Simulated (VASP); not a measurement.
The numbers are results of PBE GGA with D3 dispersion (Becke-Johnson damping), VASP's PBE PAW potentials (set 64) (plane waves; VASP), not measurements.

The input files of a VASP run:

### INCAR
```
ALGO = Normal
EDIFF = 1E-7
ENCUT = 520
GGA = PE
ISIF = 2
ISMEAR = -5
ISPIN = 2
IVDW = 12
LASPH = .True.
LCHARG = .True.
LMAXMIX = 4
LORBIT = 11
LREAL = .False.
LWAVE = .False.
MAGMOM = 0.9 -0.9
NEDOS = 601
NELM = 100
PREC = Accurate
SYSTEM = Cr
```

File POSCAR:
```
Cr
1
    2.8306435696     0.0000000000    -0.0000000000
   -0.0000000000     2.8306435696     0.0000000000
    0.0000000000    -0.0000000000     2.8306435696
Cr
2
Direct
  1.0000000000   1.0000000000   1.0000000000
  0.5000000000   0.5000000000   0.5000000000
```

**KPOINTS**
```
Automatic
0
G
 14 14 14
0 0 0
```

POTCAR, in this order: Cr_pv (PBE.64 set). Program: vasp_std.

What does the run give for the energy per atom (σ→0), cell moment, dispersion energy, band gap (on the k-mesh)?

- energy per atom (σ→0): -10.025 eV/atom
- cell moment: 0.00 μB
- dispersion energy: -1.009 eV
- band gap (on the k-mesh): none (metal, semimetal or under 0.01 eV)

### OSZICAR
```
...
DAV:  11    -0.190403419293E+02   -0.17448E-02   -0.31677E-02  9920   0.115E+00    0.162E-01
DAV:  12    -0.190408123894E+02   -0.47046E-03   -0.70441E-03  9504   0.607E-01    0.891E-02
DAV:  13    -0.190409430201E+02   -0.13063E-03   -0.12281E-03  9856   0.245E-01    0.589E-02
DAV:  14    -0.190410623358E+02   -0.11932E-03   -0.17325E-03  9656   0.246E-01    0.336E-02
DAV:  15    -0.190411060570E+02   -0.43721E-04   -0.17197E-03  9808   0.259E-01    0.351E-03
DAV:  16    -0.190411057114E+02    0.34557E-06   -0.26807E-05  8160   0.659E-02    0.456E-03
DAV:  17    -0.190411057063E+02    0.51214E-08   -0.33525E-07 10064   0.608E-03
   1 F= -.20050480E+02 E0= -.20050480E+02  d E =0.000000E+00  mag=     0.0000
```

The compound is Cr in the bcc, AFM order structure. It was relaxed first, which changed the volume by -5 %.
